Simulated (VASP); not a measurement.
Runs of VASP 6.6.1 on NaCl. It takes space group Fm-3m (No. 225, cubic). The conventional cell has a = 5.620 Å, b = 5.620 Å, c = 5.620 Å, α = 90.00°, β = 90.00°, γ = 90.00°. Na (site symmetry m-3m) is surrounded by 6 Cl at 2.81 Å. Cl (site symmetry m-3m) is surrounded by 6 Na at 2.81 Å. 

```csv
task,level,cell,k mesh,cutoff (eV),grid for exact exchange (PRECFOCK),screening parameter,exchange at q = 0,share of exact exchange,gap on the mesh (eV),pressure (GPa)
relaxation of cell and atoms,PBEsol,relaxed,8 × 8 × 8,600,-,-,-,-,4.99,-0.1
band structure,HSE06,"Fm-3m, 22.04 Å³/atom",6 × 6 × 6,520,Fast,0.2 1/A,-,-,(b),0.7
band structure,PBE0,"Fm-3m, 22.04 Å³/atom",6 × 6 × 6,520,Fast,-,truncated,-,7.27,(a)
band structure,PBE-EpsX,"Fm-3m, 22.04 Å³/atom",6 × 6 × 6,520,Fast,-,truncated,0.3972,8.53,0.2
```

Alike in all rows: potentials or basis VASP PAW PBE potentials, release 64 (Na_pv, Cl); no spin polarisation; smearing gaussian 0.03 eV.

Question: Fill in the values left out.

Answer: (a) 0.6; (b) 6.57.

Caveats: the PAW data sets were made with another functional, which shifts forces and pressure a little.

Runs at the PBE level aren't shown here.
